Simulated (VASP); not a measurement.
VASP runs on Pd₂SrP₂ (space group I4/mmm) share one base input (LDA (Ceperley-Alder, Perdew-Zunger), plane waves, VASP's LDA PAW potentials (set 64)) and change the settings named in each case.

### KPOINTS
```
kpoints
0
gamma
  7 7 7
```

### POSCAR
```
Sr(PPd)2
1
   -2.1205000000     2.1205000000     4.8595000000
    2.1205000000    -2.1205000000     4.8595000000
    2.1205000000     2.1205000000    -4.8595000000
P Pd Sr
2 2 1
Direct
  0.3860000000   0.3860000000   0.0000000000
  0.6140000000   0.6140000000   0.0000000000
  0.7500000000   0.2500000000   0.5000000000
  0.2500000000   0.7500000000   0.5000000000
  0.0000000000   0.0000000000   0.0000000000
```

**INCAR**
```
SYSTEM=Sr(PPd)2
PREC=Accurate; ENCUT=300; LREAL=.FALSE.
LASPH=.TRUE.
EDIFF=1E-6; NELM=100; ALGO=Normal
LMAXMIX=4
ISMEAR=0; SIGMA=0.136
ISIF=2
LWAVE=.FALSE.; LCHARG=.FALSE.
```

POTCAR, in this order: P Pd Sr_sv (LDA.64 set). Program: vasp_std.

| change | E(σ→0) (eV/atom) | pressure (GPa) | −TS (eV) |
|---|---|---|---|
| base run | -6.3105 | -5.45 | -0.0119 |
| GGA = PS, POTCAR P Pd Sr_sv (PBE.64 set) | -5.9529 | ___ | -0.0119 |
| GGA_COMPAT = .FALSE., LNONCOLLINEAR = .TRUE., LSORBIT = .TRUE., MAGMOM = 0.0 0.0 0.0 0.0 0.0 0.0 0.0 0.0 0.0 0.0 0.0 0.0 0.0 0.0 0.0, program vasp_ncl | -6.3435 | -5.43 | -0.0121 |
| KPOINTS 5×5×5 Γ-centred mesh | -6.2992 | -5.33 | -0.0311 |

### Question
Some entries are withheld; supply them.

### Answer

- GGA = PS, POTCAR P Pd Sr_sv (PBE.64 set), pressure (GPa): -2.44

Energies of different potentials or functionals have different zeros.  At 300 eV the pressure can carry a Pulay error.

Left out are runs that ran out of time, are held back, or changed the cell or the kind of run, fixed moments of cells without a moment, rows past the twelfth, gaps on odd meshes, pressures of charged cells and columns that move by less than the noise.

The structure comes from a measured Pd2SrP2 entry of the Crystallography Open Database, whose conditions weren't checked. The cell was not relaxed at this level.
